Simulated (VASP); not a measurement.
Runs of VASP 6.6.1 on MoS2. The cell holds a slab with vacuum, 9 atoms: a = 3.150 Å, b = 3.150 Å, c = 33.454 Å, α = 90.00°, β = 90.00°, γ = 120.00°. 

```csv
task,level,potentials or basis,spin,cell,cutoff (eV),dipole correction,gap on the mesh (eV),largest force (eV/Å)
relaxation of cell and atoms,PBE+D3(BJ),"VASP PAW PBE potentials, release 64 (S, Mo_sv)",off,relaxed,600,-,1.03,-
band structure,PBE+D3(BJ),"VASP PAW PBE potentials, release 64 (S, Mo_sv)",off,as given,520,yes,1.03,-
band structure,PBE+D3(BJ),"VASP PAW PBE potentials, release 64 (S, Mo_sv)","SOC, no magnetisation",as given,520,yes,-,0.01
band structure,LDA,"VASP PAW LDA potentials, release 64 (S, Mo_sv)",off,as given,520,yes,(a),0.47
```

Alike in all rows: k mesh 12 × 12 × 1; smearing gaussian 0.03 eV.

Estimate the missing entries.

(a) 0.96.

Caveats: the relaxation stopped at its first step, so nothing moved (some runs).

A k mesh can miss the band edges, and rows without SOC leave out spin-orbit coupling on Mo.
